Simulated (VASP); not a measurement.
Here is a VASP 6.6.1 calculation.

The input INCAR:

```
SYSTEM = InH2BrO
ALGO = Normal
EDIFF = 1E-6
ENCUT = 520
GGA = PE
ISIF = 2
ISMEAR = 0
LASPH = .TRUE.
LCHARG = .FALSE.
LREAL = .FALSE.
LWAVE = .FALSE.
NBANDS = 22
NELM = 80
PREC = Accurate
SIGMA = 0.01
```

File KPOINTS:

```
k-points
0
G
  1 1 1
  0 0 0
```

POSCAR

```
InH2BrO
1.0
   13.0000000000      0.0000000000      0.0000000000
    0.0000000000     13.0000000000      0.0000000000
    0.0000000000      0.0000000000     11.0000000000
O In Br H
1 1 1 2
Direct
    0.4062560000      0.4557290000      0.4537500000
    0.5389000000      0.5109490000      0.5003820000
    0.6399980000      0.3717810000      0.5898200000
    0.3555560000      0.5064240000      0.4119160000
    0.5822020000      0.6305720000      0.4836170000
```

Potentials or basis: VASP PAW PBE potentials, release 64 (O, In_d, Br, H).

Run with:

```bash
$ cat potpaw_PBE.64/O/POTCAR potpaw_PBE.64/In_d/POTCAR potpaw_PBE.64/Br/POTCAR potpaw_PBE.64/H/POTCAR > POTCAR
$ mpirun -np 1 vasp_gam > vasp.out
```

Problem. What does it give for the largest force?

Solution. 3.420 eV/Å.

Problem. What does it give for the gap between the frontier levels?

Solution. 4.59 eV.

Forces in eV/Å, atoms in the order of the input:
```
O   -2.911  0.997 -1.494
In   0.713  0.306  0.184
Br   0.216 -0.316  0.178
H    1.738 -1.584  1.180
H    0.245  0.596 -0.049
```

Caveat: spin-orbit coupling is left out, which moves the levels of the heavy elements.
